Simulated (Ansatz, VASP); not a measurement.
# Al34Ga20O81 (amorphous 37Ga2O3-63Al2O3 (mol %)) in two plane-wave programs, part 2 of 2

Wanted: the spread between two codes on one cell, functional and k mesh. Of the first pair: The structure shown is the start of the Ansatz relaxation below; VASP solves that cell, so the two are compared at the walk's first step.

VASP 6.6.1 and Ansatz 0.2.0.

So far. Step 3 (VASP: single point, PBE, start cell, pair 1): The run ends at a pressure of 7.69 GPa, with forces up to 2.3 eV/Å.

### 6. VASP: single point, PBE, relaxed cell, pair 2

Level of this step: PBE; plane waves and PAW (Ga_d, Al, O) (VASP).

The same cell, functional and mesh now go to VASP, with its own data sets.

File INCAR:

```
SYSTEM = Al34Ga20O81
PREC = Accurate
ENCUT = 600
EDIFF = 1E-06
NELM = 120
ISMEAR = 0
SIGMA = 0.01
LREAL = Auto
ALGO = Normal
GGA = PE
NBANDS = 518
LORBIT = 11
LWAVE = .FALSE.
LCHARG = .FALSE.
ISIF = 2
LASPH = .TRUE.
GGA_COMPAT = .FALSE.
EFERMI = MIDGAP
```

File POSCAR:

```
Al34Ga20O81
1.0
   11.2332800000     -0.1246520000     -0.0735530000
   -0.1246520000     11.5212550000     -0.0525080000
   -0.0735530000     -0.0525080000     11.1254540000
Ga Al O
20 34 81
Direct
    0.6802100000      0.8347900000      0.4535400000
    0.2480900000      0.6375000000      0.3468100000
    0.3152700000      0.2071700000      0.3841200000
    0.5808300000      0.6208100000      0.8226800000
    0.0980900000      0.4049400000      0.6989200000
    0.8564500000      0.4046800000      0.8476300000
    0.2269000000      0.7722700000      0.1269600000
    0.5254600000      0.9063800000      0.7697000000
    0.7570900000      0.5215300000      0.3295000000
    0.4542500000      0.5863400000      0.0849100000
    0.1467600000      0.4660500000      0.1614800000
    0.3837900000      0.7806900000      0.5264900000
    0.3851600000      0.5205000000      0.6445500000
    0.8630500000      0.1324100000      0.0026700000
    0.4323900000      0.8826400000      0.0118600000
    0.9592700000      0.6489500000      0.2059200000
    0.8766500000      0.7078400000      0.7405100000
    0.7170000000      0.9333500000      0.9546500000
    0.3196700000      0.4316500000      0.8881100000
    0.3225600000      0.2097600000      0.1340900000
    0.9514000000      0.8248600000      0.0070600000
    0.1463900000      0.8853500000      0.4772600000
    0.8485200000      0.3845800000      0.1339500000
    0.0792800000      0.5858300000      0.9179200000
    0.3276000000      0.7200700000      0.8441500000
    0.4346800000      0.2976400000      0.5956400000
    0.1778800000      0.9990800000      0.0180500000
    0.7351100000      0.0189800000      0.6543000000
    0.0122100000      0.9496800000      0.2395100000
    0.6755800000      0.6022500000      0.5564900000
[... 99 atom lines left out ...]
    0.9587500000      0.6622700000      0.9943100000
    0.3054000000      0.8808400000      0.8668000000
    0.8031100000      0.3663100000      0.2865800000
    0.2004500000      0.2684400000      0.4905600000
    0.9030100000      0.6214900000      0.3684500000
    0.5920300000      0.2902000000      0.6101400000
```

File KPOINTS:

```
Automatic mesh
0
Gamma
1 1 1
0 0 0
```

Potentials, in the order of the species: Ga_d, Al and O (PBE family, release 64).

Command:

```bash
$ export OMP_NUM_THREADS=3
$ mpirun -np 1 vasp_gam
```

Numbers of over 12 decimals in the logs are rounded to 6 here.

Output:

```text
[... set-up lines as in an earlier step ...]
 entering main loop
       N       E                     dE             d eps       ncg     rms          rms(c)
DAV:   1     0.234716119362E+05    0.23472E+05   -0.34667E+05  1036   0.284E+03
DAV:   2     0.530183390198E+04   -0.18170E+05   -0.17166E+05  1044   0.879E+02
DAV:   3    -0.312403634607E+03   -0.56142E+04   -0.52131E+04  1460   0.361E+02
DAV:   4    -0.101396772759E+04   -0.70156E+03   -0.69075E+03  1472   0.136E+02
[...]
DAV:  17    -0.913798278645E+03   -0.96826E-05   -0.11883E-04  1232   0.385E-02    0.653E-03
DAV:  18    -0.913798279802E+03   -0.11570E-05   -0.26053E-05  1208   0.245E-02    0.408E-03
DAV:  19    -0.913798280183E+03   -0.38135E-06   -0.86068E-06  1056   0.144E-02
   1 F= -.91379828E+03 E0= -.91379828E+03  d E =0.000000E+00
```

OUTCAR, selected parts (step 6):

```text
  Total       -0.2748842     -0.1234232     -0.3043909      0.2220244      0.0445882      0.0152368
  in kB       -0.3059263     -0.1373611     -0.3387652      0.2470971      0.0496234      0.0169575
  external PRESSURE =      -0.2606842 kB  Pullay stress =       0.0000000 kB

 POSITION                                       TOTAL-FORCE (eV/Angst)
 -----------------------------------------------------------------------------------
      7.50357      9.50922      4.95197         0.034324      0.009491      0.007493
      2.68189      7.29566      3.80670         0.000505     -0.025832     -0.004260
      3.48744      2.32739      4.23944        -0.008106      0.003107      0.005102
[...]
9.22856      5.20047     11.03185        -0.007897      0.018242      0.035392
      8.40531      8.89541      0.05666         0.018516     -0.039518      0.010290
      5.87676      9.78068      5.83274         0.009737      0.019886      0.018665
      4.26304      6.48936      9.13341        -0.001888      0.041759      0.019040
     10.28441      0.38660      3.61719         0.008444     -0.000261     -0.001939
      6.67521      6.36418     10.85520         0.036986     -0.017229      0.028041
      7.74912      9.93518      3.14072        -0.005173     -0.003416     -0.035870
      6.14407      6.63506      7.24670         0.015468     -0.004023     -0.036554
      8.68665     10.69379      5.76058         0.018070      0.022096      0.010314
     -0.08578      7.61462      7.06556         0.039541     -0.007764     -0.022397
[...]
-----------------------------------------------------------------------------------
    total drift:                                0.028126     -0.005399     -0.006043

  FREE ENERGIE OF THE ION-ELECTRON SYSTEM (eV)
  ---------------------------------------------------
  free  energy   TOTEN  =      -913.7982801832 eV

  energy  without entropy=     -913.7982801832  energy(sigma->0) =     -913.79828018

[... 1 part as in an earlier step ...]

[... 2 further parts left out ...]
[key lines of the parts left out:]
E-fermi :   5.5595
```

The run ends at a pressure of -0.03 GPa, with forces up to 0.074 eV/Å.

### 7. Side by side

What differs besides the data sets and the points named for the pairs above, as far as they apply: the cutoff is 420 eV in Ansatz and 600 eV in VASP (PREC = Accurate, projectors in real space). Total energies have different zeros and are not compared.

Compared:

```tsv
quantity	Ansatz	VASP	difference
pressure (GPa)	0.02	-0.03	+0.05
gap on the k mesh (eV)	2.372	2.353	+0.019
```

At this near-relaxed geometry the largest component of a force difference is 60 meV/Å. A gap on the mesh is an upper bound, since the band edges may lie between its points.

### 8. Results

| Property | Result |
| --- | --- |
| r.m.s. force difference (single point, PBE, start cell, pair 1) | 2.7 % of the r.m.s. force |
| r.m.s. force difference (single point, PBE, relaxed cell, pair 2) | 18 meV/Å |

**Reading.** The r.m.s. force difference is 18 meV/Å (single point, PBE, relaxed cell, pair 2), beyond the 12 meV/Å picked in this series as the mark of a large difference. What causes the difference of the single point, PBE, relaxed cell, pair 2 pair stays open here. Such differences can come from data sets, numerical settings and the points named under the comparisons, not from the functional's error against experiment.

[Lines on the potential files, build, host, timing and source positions are cut from VASP's logs without a mark.]

[Logs are printed without paths, hosts, clocks, repeated set-up lines and the standing remarks that a program may print on its own settings, such as how far it seeks lower states.]

[Hosts, paths, dates, database ids (printed as entryN), source tags and the programs' standing remarks are cut or masked in the printed files.]
